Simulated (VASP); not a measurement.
Data:

```
CELL_PARAMETERS angstrom
      0.00000     3.01044     3.01044
      3.01044     0.00000     3.01044
      3.01044     3.01044     0.00000
ATOMIC_POSITIONS crystal
  Sn 0.00000 0.00000 0.00000
  Se 0.50000 0.50000 0.50000
```

The numbers are results of PBEsol GGA, VASP's PBE PAW potentials (set 64) (plane waves; VASP), not measurements. Run with 400 eV cut-off, 7×7×7 Γ-centred mesh, Gaussian smearing of 0.050 eV, potentials Sn_d Se.

Energy and stress use the plane-wave basis of the starting cell.

Problem. The ions, cell shape and volume are relaxed. What does this cell relax into?

Solution. 
```
CELL_PARAMETERS angstrom
      0.00000     2.97393     2.97393
      2.97393     0.00000     2.97393
      2.97393     2.97393     0.00000
ATOMIC_POSITIONS crystal
  Sn 0.00000 0.00000 0.00000
  Se 0.50000 0.50000 0.50000
```
Space group Fm-3m (225), at a tolerance of 0.03 Å.

Problem. How do energy and volume change from the first to the last step?

Solution. The energy (σ→0) changes by -6.1 meV/atom and the volume by -3.6 %, in 3 ionic steps.

The structure comes from a computed database's SnSe entry (Fm-3m); how it stands against other phases isn't given here. This run relaxes it. Symmetry was kept, so distortions that lower it aren't found.
